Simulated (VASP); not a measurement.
# A VASP study of AlPbBrO2 (LDA): structure first, properties next, part 3 of 4

Wanted: the relaxed cell of AlPbBrO2 and its properties. The cell is invented: it takes the structure of a Materials Project entry for BiPbBrO2 (space group 107 there), with some of its atoms replaced by other elements, volume scaled by an estimate. It may not be a known or stable phase.

VASP 6.6.1; LDA; plane waves and PAW (Pb_d, Br, Al, O); invented cell.

So far, gap on the k-mesh (eV): step 2 (rough relaxation of the start cell) 2.35; step 3 (full relaxation (LDA)) 2.31. The relaxed cell has a = 3.653, c = 12.598 Å (conventional setting).

### Step 5. Band structure (LDA)

The mesh alone shows little of the dispersion and can miss band extrema, so KPOINTS_OPT adds a path through the symmetry points after the self-consistent cycle.

The input, INCAR:

```
SYSTEM = AlPbBrO2
PREC = Accurate
ENCUT = 520
EDIFF = 1E-06
NELM = 100
ISMEAR = 0
SIGMA = 0.05
LREAL = .FALSE.
ALGO = Normal
GGA = CA
NBANDS = 33
LORBIT = 11
LWAVE = .FALSE.
LCHARG = .FALSE.
KPAR = 2
```

The input, POSCAR:

```
AlPbBrO2
1.0
   -1.8262696103      1.8262696103      6.2990807958
    1.8262696103     -1.8262696103      6.2990807958
    1.8262696103      1.8262696103     -6.2990807958
Pb Br Al O
1 1 1 2
Direct
    0.6477336405      0.6477336405      0.0000000000
    0.0038263149      0.0038263149      0.0000000000
    0.2992374436      0.2992374436      0.0000000000
    0.7746008005      0.2746008005      0.5000000000
    0.2746008005      0.7746008005      0.5000000000
```

The input, KPOINTS:

```
Automatic mesh
0
Gamma
9 9 9
0 0 0
```

The input, KPOINTS_OPT:

```
Line mode
16
Line-mode
Reciprocal
  0.00000000   0.00000000   0.00000000 GAMMA
 -0.50000000   0.50000000   0.00000000 X

 -0.50000000   0.50000000   0.00000000 X
 -0.50000000   0.50000000  -0.04202865 Y

 -0.50000000   0.50000000  -0.04202865 Y
 -0.27101432   0.27101432  -0.27101432 S

 -0.27101432   0.27101432  -0.27101432 S
  0.00000000   0.00000000   0.00000000 GAMMA

  0.00000000   0.00000000   0.00000000 GAMMA
  0.50000000   0.50000000  -0.50000000 Z

  0.50000000   0.50000000  -0.50000000 Z
  0.27101432   0.72898568  -0.72898568 S1

  0.27101432   0.72898568  -0.72898568 S1
  0.00000000   0.50000000  -0.50000000 N

  0.00000000   0.50000000  -0.50000000 N
 -0.25000000   0.75000000  -0.25000000 P

 -0.25000000   0.75000000  -0.25000000 P
  0.04202865   0.95797135  -0.50000000 Y1

  0.04202865   0.95797135  -0.50000000 Y1
  0.50000000   0.50000000  -0.50000000 Z

 -0.50000000   0.50000000   0.00000000 X
 -0.25000000   0.75000000  -0.25000000 P
```

PAW data sets: Pb_d, Br, Al and O (LDA family, release 64).

On the command line:

```sh
$ mpirun -np 2 vasp_std
```

The log of the run:

```text
[... set-up lines as in an earlier step ...]
 entering main loop
       N       E                     dE             d eps       ncg     rms          rms(c)
DAV:   1     0.328028579628E+03    0.32803E+03   -0.16538E+04  4958   0.114E+03
DAV:   2     0.253739875534E+01   -0.32549E+03   -0.29706E+03  5135   0.324E+02
DAV:   3    -0.339240809468E+02   -0.36461E+02   -0.35734E+02  6202   0.112E+02
DAV:   4    -0.351563850520E+02   -0.12323E+01   -0.12291E+01  6019   0.211E+01
DAV:   5    -0.351896539953E+02   -0.33269E-01   -0.33263E-01  6500   0.378E+00    0.122E+01
DAV:   6    -0.304966934412E+02    0.46930E+01   -0.10982E+01  7270   0.258E+01    0.482E+00
DAV:   7    -0.303979135501E+02    0.98780E-01   -0.11368E+00  5626   0.549E+00    0.279E+00
DAV:   8    -0.302961201021E+02    0.10179E+00   -0.31921E-01  6176   0.309E+00    0.665E-01
DAV:   9    -0.302863692240E+02    0.97509E-02   -0.29271E-02  7900   0.146E+00    0.279E-01
DAV:  10    -0.302866479549E+02   -0.27873E-03   -0.64623E-03  6254   0.486E-01    0.128E-01
DAV:  11    -0.302866416570E+02    0.62978E-05   -0.50336E-04  6043   0.139E-01    0.526E-02
DAV:  12    -0.302866342710E+02    0.73861E-05   -0.49230E-05  7012   0.671E-02    0.576E-03
DAV:  13    -0.302866344050E+02   -0.13407E-06   -0.86666E-06  5964   0.160E-02
   1 F= -.30286634E+02 E0= -.30286634E+02  d E =-.154450E-10
 Start KPOINTS_OPT (optional k-point list driver)
k-point batch [1-75\176]
       N       E                     dE             ncg
DAV:   1     0.142037250658E+05   -0.49013E+05     4950
DAV:   2    -0.891697645573E+04   -0.23121E+05     5112
DAV:   3    -0.115763675818E+05   -0.26594E+04     6098
DAV:   4    -0.116694276299E+05   -0.93060E+02     6020
DAV:   5    -0.116720267708E+05   -0.25991E+01     6628
DAV:   6    -0.116721239750E+05   -0.97204E-01     6606
DAV:   7    -0.116721288234E+05   -0.48484E-02     7123
DAV:   8    -0.116721288547E+05   -0.31278E-04     5660
DAV:   9    -0.116721288557E+05   -0.94165E-06     4108
[...]
k-point batch [151-176\176]
       N       E                     dE             ncg
DAV:   1     0.655853066396E+05   -0.23129E+05     1716
DAV:   2     0.575904639995E+05   -0.79948E+04     1766
DAV:   3     0.566886731680E+05   -0.90179E+03     2113
DAV:   4     0.566560844501E+05   -0.32589E+02     2143
DAV:   5     0.566551820143E+05   -0.90244E+00     2280
DAV:   6     0.566551491115E+05   -0.32903E-01     2343
DAV:   7     0.566551477000E+05   -0.14115E-02     2352
DAV:   8     0.566551476845E+05   -0.15572E-04     1972
DAV:   9     0.566551476842E+05   -0.22256E-06     1400
```

It took 14 min on 2 MPI ranks of AMD EPYC 7R43, shared host; peak memory 0.96 GiB.

From OUTCAR (step 5):

```text
   k-points           NKPTS =     75   k-points in BZ     NKDIM =     75   number of bands    NBANDS=     33

   NELECT =      36.0000    total number of electrons

 E-fermi :   4.7471

 k-point     1 :       0.0000    0.0000    0.0000
  band No.  band energies     occupation
    ...
     14       2.9512      2.00000
     15       3.1798      2.00000
     16       3.1798      2.00000
     17       3.5020      2.00000
     18       3.5020      2.00000
     19       7.4872      0.00000
     20       8.5359      0.00000
     21      10.7235      0.00000
     22      10.7235      0.00000
     23      11.2229      0.00000
    ...

  Total        0.0142867      0.0142867     -0.0007110      0.0000000     -0.0000000      0.0000000
  in kB        0.2723800      0.2723800     -0.0135555      0.0000000     -0.0000000      0.0000000
  external PRESSURE =       0.1770682 kB  Pullay stress =       0.0000000 kB

 POSITION                                       TOTAL-FORCE (eV/Angst)
 -----------------------------------------------------------------------------------
      0.00000      0.00000      8.16025         0.000000      0.000000     -0.009253
      0.00000      0.00000      0.04820         0.000000      0.000000      0.004044
      0.00000      0.00000      3.76984        -0.000000     -0.000000     -0.009295
      0.00000      1.82627      3.45947         0.000000     -0.000000      0.007251
      1.82627      0.00000      3.45947        -0.000000      0.000000      0.007251
 -----------------------------------------------------------------------------------
    total drift:                               -0.000000     -0.000000     -0.000594

  FREE ENERGIE OF THE ION-ELECTRON SYSTEM (eV)
  ---------------------------------------------------
  free  energy   TOTEN  =       -30.2866344050 eV

  energy  without entropy=      -30.2866344050  energy(sigma->0) =      -30.28663441

[... 8 parts as in an earlier step ...]

[... 8 further parts left out ...]
```

Spin-orbit coupling is off here; with elements this heavy it splits and shifts levels by tenths of an eV or more.

This step gave:

* SCF cycles: 13
* bands: 33
* Fermi energy: 4.747 eV
* pressure: 0.01771 GPa
* least gap on mesh and path: 2.277 eV
* least direct gap on mesh and path: 2.527 eV
* valence top at k: -0.2, 0.2, 0
* conduction bottom at k: 0.5, 0.5, -0.5
* least direct gap at k: 0.4847, 0.5153, -0.5153

The electronic bands at the labelled points (eV, zero at the valence-band top; v1 is the highest filled band, c1 the lowest empty one):

| point | v4 | v3 | v2 | v1 | c1 | c2 | c3 | c4 |
| --- | --- | --- | --- | --- | --- | --- | --- | --- |
| Γ | -1.38 | -1.38 | -1.06 | -1.06 | 2.93 | 3.97 | 6.16 | 6.16 |
| 0.47 of the way | -1.58 | -1.49 | -0.99 | -0.05 | 3.16 | 4.14 | 4.58 | 5.92 |
| X | -2.36 | -2.08 | -1.66 | -0.12 | 2.69 | 3.03 | 4.00 | 5.11 |
| 0.47 of the way | -2.37 | -2.08 | -1.66 | -0.13 | 2.65 | 3.10 | 4.01 | 5.12 |
| Y | -2.41 | -2.09 | -1.68 | -0.17 | 2.55 | 3.26 | 4.03 | 5.19 |
| 0.53 of the way | -1.96 | -1.66 | -1.13 | -0.89 | 3.14 | 3.75 | 5.16 | 6.32 |
| S | -2.62 | -1.83 | -0.60 | -0.28 | 3.38 | 4.14 | 6.33 | 6.42 |
| 0.47 of the way | -2.08 | -1.53 | -0.82 | -0.14 | 2.65 | 4.88 | 5.55 | 6.37 |
| Γ | -1.38 | -1.38 | -1.06 | -1.06 | 2.93 | 3.97 | 6.16 | 6.16 |
| 0.47 of the way | -1.43 | -0.96 | -0.96 | -0.87 | 2.55 | 4.53 | 5.93 | 5.93 |
| Z | -1.47 | -0.86 | -0.86 | -0.25 | 2.28 | 4.76 | 5.67 | 5.67 |
| 0.47 of the way | -1.90 | -1.84 | -0.80 | -0.05 | 3.20 | 4.23 | 5.92 | 6.01 |
| S1 | -2.62 | -1.83 | -0.60 | -0.28 | 3.38 | 4.14 | 6.33 | 6.42 |
| 0.47 of the way | -2.64 | -1.73 | -0.60 | -0.30 | 3.26 | 4.20 | 6.41 | 6.42 |
| N | -2.64 | -1.63 | -0.61 | -0.34 | 3.19 | 4.23 | 6.42 | 6.47 |
| 0.47 of the way | -1.93 | -1.65 | -1.07 | -0.87 | 3.02 | 3.65 | 4.93 | 6.19 |
| P | -2.47 | -2.36 | -1.63 | -0.12 | 2.60 | 3.49 | 3.49 | 5.46 |
| 0.47 of the way | -2.37 | -2.21 | -1.64 | -0.13 | 2.62 | 3.22 | 3.83 | 5.30 |
| Y1 | -2.41 | -2.09 | -1.68 | -0.17 | 2.55 | 3.26 | 4.03 | 5.19 |
| 0.47 of the way | -2.27 | -2.20 | -0.88 | -0.64 | 3.51 | 4.34 | 4.77 | 6.47 |
| Z | -1.47 | -0.86 | -0.86 | -0.25 | 2.28 | 4.76 | 5.67 | 5.67 |
| jump to X | -2.36 | -2.08 | -1.66 | -0.12 | 2.69 | 3.03 | 4.00 | 5.11 |
| 0.53 of the way | -2.36 | -2.21 | -1.64 | -0.12 | 2.64 | 3.18 | 3.83 | 5.28 |
| P | -2.47 | -2.36 | -1.63 | -0.12 | 2.60 | 3.49 | 3.49 | 5.46 |

Of the projections kept (Pb, Br, Al, O), the largest for each band there; the rest of the weight can lie on other orbitals:

| point | v4 | v3 | v2 | v1 | c1 | c2 | c3 | c4 |
| --- | --- | --- | --- | --- | --- | --- | --- | --- |
| Γ | O 0.78 | O 0.78 | Br 0.76 | Br 0.76 | Al 0.57 | Pb 0.52 | Pb 0.75 | Pb 0.75 |
| X | O 1.00 | Br 0.50 | Br 0.87 | O 0.99 | Al 0.61 | Pb 0.60 | Pb 0.48 | Pb 0.54 |
| Y | O 0.99 | Br 0.53 | Br 0.85 | O 0.99 | Al 0.43 | Pb 0.48 | Pb 0.48 | Pb 0.55 |
| S | O 0.90 | Br 0.47 | Br 0.98 | O 0.44 | Pb 0.34 | O 0.43 | Pb 0.29 | Pb 0.85 |
| Γ | O 0.78 | O 0.78 | Br 0.76 | Br 0.76 | Al 0.57 | Pb 0.52 | Pb 0.75 | Pb 0.75 |
| Z | O 0.73 | Br 0.68 | Br 0.68 | Br 0.46 | Al 0.31 | Al 0.46 | Pb 0.80 | Pb 0.80 |

The path lowers the gap by 0.03 eV against the mesh alone, so a band edge lies off the mesh.

### Step 6. Density of states (LDA)

Here the states are counted by energy and projected on the atoms. The mesh is finer than in the run before.

INCAR: that of step 5 with these lines changed.

```diff
@@ -5,3 +5,3 @@
 NELM = 100
-ISMEAR = 0
+ISMEAR = -5
 SIGMA = 0.05
@@ -15 +15,2 @@
 KPAR = 2
+NEDOS = 2001
```

POSCAR is that of step 5.

The input, KPOINTS:

```
Automatic mesh
0
Gamma
13 13 13
0 0 0
```

On the command line:

```sh
$ mpirun -np 2 vasp_std
```

The log of the run:

```text
[... set-up lines as in an earlier step ...]
 entering main loop
       N       E                     dE             d eps       ncg     rms          rms(c)
DAV:   1     0.328472119539E+03    0.32847E+03   -0.16556E+04 12944   0.113E+03
DAV:   2     0.258136795813E+01   -0.32589E+03   -0.29751E+03 13538   0.323E+02
DAV:   3    -0.339270686416E+02   -0.36508E+02   -0.35768E+02 15928   0.113E+02
DAV:   4    -0.351562000843E+02   -0.12291E+01   -0.12259E+01 15848   0.212E+01
DAV:   5    -0.351897139111E+02   -0.33514E-01   -0.33508E-01 16920   0.381E+00    0.122E+01
DAV:   6    -0.304973054374E+02    0.46924E+01   -0.11007E+01 19063   0.259E+01    0.482E+00
DAV:   7    -0.303978934455E+02    0.99412E-01   -0.11329E+00 14560   0.549E+00    0.279E+00
DAV:   8    -0.302961307926E+02    0.10176E+00   -0.32037E-01 16056   0.309E+00    0.666E-01
DAV:   9    -0.302863889046E+02    0.97419E-02   -0.29333E-02 20616   0.147E+00    0.280E-01
DAV:  10    -0.302866722140E+02   -0.28331E-03   -0.64952E-03 16274   0.487E-01    0.129E-01
DAV:  11    -0.302866652253E+02    0.69886E-05   -0.50709E-04 15621   0.139E-01    0.533E-02
DAV:  12    -0.302866577164E+02    0.75089E-05   -0.50455E-05 18320   0.684E-02    0.590E-03
DAV:  13    -0.302866577867E+02   -0.70251E-07   -0.88614E-06 15565   0.164E-02
   1 F= -.30286658E+02 E0= -.30286658E+02  d E =0.000000E+00
```

The job ended after 13 min (2 MPI ranks; peak memory 1.3 GiB; 26 min of CPU time).

OUTCAR, selected parts (step 6):

```text
   k-points           NKPTS =    196   k-points in BZ     NKDIM =    196   number of bands    NBANDS=     33

   NELECT =      36.0000    total number of electrons

 E-fermi :   4.5563

 k-point     2 :       0.0769    0.0000    0.0000
  band No.  band energies     occupation
    ...
     14       2.7494      2.00000
     15       3.1283      2.00000
     16       3.3112      2.00000
     17       3.5147      2.00000
     18       3.6303      2.00000
     19       7.4836      0.00000
     20       8.7211      0.00000
     21      10.4682      0.00000
     22      10.7397      0.00000
     23      11.1690      0.00000
    ...

  Total        0.0141293      0.0141293     -0.0006600      0.0000000      0.0000000     -0.0000000
  in kB        0.2693794      0.2693794     -0.0125840      0.0000000      0.0000000     -0.0000000
  external PRESSURE =       0.1753916 kB  Pullay stress =       0.0000000 kB

 POSITION                                       TOTAL-FORCE (eV/Angst)
 -----------------------------------------------------------------------------------
      0.00000      0.00000      8.16025         0.000000      0.000000     -0.009222
      0.00000      0.00000      0.04820         0.000000      0.000000      0.004020
      0.00000      0.00000      3.76984        -0.000000     -0.000000     -0.009293
      0.00000      1.82627      3.45947         0.000000      0.000000      0.007248
      1.82627      0.00000      3.45947        -0.000000     -0.000000      0.007248
 -----------------------------------------------------------------------------------
    total drift:                               -0.000000     -0.000000     -0.000619

  FREE ENERGIE OF THE ION-ELECTRON SYSTEM (eV)
  ---------------------------------------------------
  free  energy   TOTEN  =       -30.2866577867 eV

  energy  without entropy=      -30.2866577867  energy(sigma->0) =      -30.28665779

[... 9 parts as in an earlier step ...]

[... 7 further parts left out ...]
```

This step gave:

```
irreducible k-points           : 196
Fermi energy                   : 4.556 eV
pressure                       : 0.01754 GPa
valence top at k               : -0.2308, 0.1538, 0
conduction bottom at k         : -0.4615, -0.4615, 0.4615
least direct gap at k          : -0.4615, -0.4615, 0.4615
gap on the k-mesh              : 2.291 eV
least direct gap on the k-mesh : 2.552 eV
```

The density of states has structure finer than the step of the table below, so its rows give means over 0.5 eV, whole bins alone (the curve runs from -12.0 to 9.9 eV). Peaks (eV: height): total -7.58: 8.94, -4.55: 5.58, -1.60: 7.05, 6.79: 6.38; O p -4.55: 1.97, -3.03: 2.15, -1.68: 2.08, -1.04: 1.91; Br p -3.03: 0.721, -1.60: 2.33, -1.04: 1.68, -0.08: 1.32; Pb p -4.55: 0.391, 3.19: 0.408, 6.39: 1.17, 6.79: 1.53; Pb s -7.58: 4.07, -0.08: 0.634.

States under -12.0 eV and over 9.9 eV are left out. Table of density of states by energy, zero at the valence-band top; means over each step; 7 of 9 lines; values in states/eV/cell:

| energy (eV) | total | O p | Br p | Pb p | Pb s | Al p | Al s |
| --- | --- | --- | --- | --- | --- | --- | --- |
| -8.5 | 0 | 0 | 0 | 0 | 0 | 0 | 0 |
| -8.0 | 0.781 | 0.109 | 0.0177 | 8.3e-4 | 0.321 | 0.00369 | 0.0191 |
| -7.5 | 3.75 | 0.643 | 0.0662 | 0.0136 | 1.57 | 0.0124 | 0.107 |
| -7.0 | 0.628 | 0.257 | 0.00273 | 0.00225 | 0.0325 | 0.0195 | 0.0838 |
| -6.5 | 0.799 | 0.354 | 0.00447 | 0.00628 | 0.0133 | 0.0370 | 0.0881 |
| -6.0 | 1.20 | 0.565 | 0.00784 | 0.0159 | 0.00518 | 0.0665 | 0.0947 |
| -5.5 | 1.17 | 0.595 | 0.00593 | 0.0200 | 0.00114 | 0.0877 | 0.0442 |
| -5.0 | 0.828 | 0.455 | 0.00514 | 0.0134 | 2.6e-4 | 0.0774 | 0.00147 |
| -4.5 | 3.13 | 1.23 | 0.239 | 0.181 | 0.0218 | 0.0983 | 0.0212 |
| -4.0 | 3.03 | 1.14 | 0.277 | 0.177 | 0.0440 | 0.0579 | 0.0287 |
| -3.5 | 2.50 | 0.946 | 0.306 | 0.116 | 0.0417 | 0.0458 | 0.0179 |
| -3.0 | 3.85 | 1.60 | 0.499 | 0.145 | 0.0497 | 0.0465 | 0.00678 |
| -2.5 | 2.54 | 1.16 | 0.335 | 0.0809 | 0.0342 | 0.0146 | 0.00343 |
| -2.0 | 4.19 | 1.34 | 1.14 | 0.0894 | 0.0557 | 0.0138 | 0.00356 |
| -1.5 | 4.25 | 1.30 | 1.32 | 0.0729 | 0.0845 | 0.0158 | 0.00398 |
| -1.0 | 3.40 | 1.04 | 1.17 | 0.0294 | 0.104 | 0.00493 | 6.6e-4 |
| -0.5 | 2.52 | 0.932 | 0.584 | 0.0410 | 0.288 | 0.00587 | 2.7e-4 |
| 0.0 | 1.53 | 0.373 | 0.490 | 0.0128 | 0.255 | 0.00773 | 3.0e-4 |
| 0.5 | 0 | 0 | 0 | 0 | 0 | 0 | 0 |
| 1.0 | 0 | 0 | 0 | 0 | 0 | 0 | 0 |
| 1.5 | 0 | 0 | 0 | 0 | 0 | 0 | 0 |
| 2.0 | 8.8e-5 | 0 | 7.0e-6 | 7.0e-6 | 0 | 0 | 1.3e-5 |
| 2.5 | 0.495 | 0.0288 | 0.0127 | 0.0355 | 0.00650 | 0.0359 | 0.0312 |
| 3.0 | 2.41 | 0.223 | 0.127 | 0.253 | 0.0246 | 0.0884 | 0.158 |
| 3.5 | 2.04 | 0.236 | 0.182 | 0.299 | 0.00635 | 0.0705 | 0.0682 |
| 4.0 | 2.07 | 0.295 | 0.188 | 0.305 | 0.00631 | 0.109 | 0.0446 |
| 4.5 | 1.99 | 0.242 | 0.154 | 0.344 | 0.0129 | 0.0941 | 0.0611 |
| 5.0 | 0.897 | 0.0904 | 0.0554 | 0.248 | 0.00245 | 0.0256 | 0.0135 |
| 5.5 | 1.91 | 0.175 | 0.0818 | 0.555 | 0.0188 | 0.0446 | 0.0410 |
| 6.0 | 2.70 | 0.269 | 0.104 | 0.876 | 0.0482 | 0.0461 | 0.0341 |
| 6.5 | 3.86 | 0.424 | 0.129 | 0.901 | 0.0458 | 0.133 | 0.134 |
| 7.0 | 1.69 | 0.113 | 0.0561 | 0.410 | 0.0103 | 0.110 | 0.0811 |
| 7.5 | 0.0999 | 7.7e-4 | 5.4e-4 | 0.00173 | 0 | 1.7e-4 | 6.0e-5 |
| 8.0 | 0.193 | 0.00213 | 0.00287 | 0.00576 | 0 | 7.7e-4 | 6.0e-4 |
| 8.5 | 0.358 | 0.00938 | 0.00988 | 0.0127 | 1.1e-4 | 0.00422 | 0.00674 |
| 9.0 | 2.75 | 0.191 | 0.141 | 0.0902 | 0.00440 | 0.0951 | 0.0381 |
| 9.5 | 2.13 | 0.170 | 0.106 | 0.0621 | 0.00403 | 0.0782 | 0.0373 |

The gap on this mesh is 2.29 eV. In the top eV of the valence band the largest shares in the PAW spheres are O p 30 %, Br p 30 % and Pb s 11 %; in the lowest eV of the conduction band, Pb p 10 %, O p 9 % and Al s 6 %. The rest lies in smaller channels or between the spheres.

(Part 3 of 4 ends here.)

[Lines on the potential files, build, host, timing and source positions are cut from VASP's logs without a mark.]

[Logs are printed without paths, hosts, clocks, repeated set-up lines and the standing remarks that a program may print on its own settings, such as how far it seeks lower states.]

[Hosts, paths, dates, database ids (printed as entryN), source tags and the programs' standing remarks are cut or masked in the printed files.]

[A measured line is paired with the nearest computed mode of its activity, which favours agreement.]
